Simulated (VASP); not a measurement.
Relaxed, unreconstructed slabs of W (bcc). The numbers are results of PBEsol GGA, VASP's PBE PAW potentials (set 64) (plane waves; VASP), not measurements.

Slab and bulk use different k-meshes, so the surface energy is good to a few per cent at best.

**Question.** Order the faces (110) [5 atoms], (211) [7 atoms], (100) [6 atoms] by surface energy, lowest first.

**Answer.** (110) [5 atoms] (3.58 J/m²), (211) [7 atoms] (3.77 J/m²), (100) [6 atoms] (4.32 J/m²)

**Question.** And what are their work functions?

**Answer.** (110) [5 atoms] 4.89 eV, (211) [7 atoms] 4.29 eV, (100) [6 atoms] 4.34 eV.

Runs of the series that failed, ran out of time, didn't relax or are held back are left out, and each face is given by its thickest slab.

The cell is a thin slab with vacuum, built from W (bcc).
